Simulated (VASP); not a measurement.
Consider the following.

```xyz
1
Lattice="0.0000 1.7883 1.7883 1.8241 0.0000 1.7883 1.8241 1.7883 0.0000" Properties=species:S:1:pos:R:3 pbc="T T T"
Cu     0.0000     0.0000     0.0000
```

All values below come from r2SCAN meta-GGA, VASP's PBE PAW potentials (set 64) (plane waves; VASP). Settings: 480 eV cut-off, 16×16×16 Γ-centred mesh, first-order Methfessel-Paxton smearing of 0.10 eV, potentials Cu.

**Question.** Estimate the energy per atom (σ→0), pressure, band gap (on the k-mesh) with the smallest direct gap where there is one.

**Answer.** 
```yaml
band gap (on the k-mesh): none (metal, semimetal or under 0.01 eV)
energy per atom (σ→0): -10.825 eV/atom
pressure: -2.60 GPa
```

The absolute energy has meaning only against runs of the same code, potentials and settings.

The compound is Cu in the fcc structure. This cell was strained or had an atom moved on purpose.
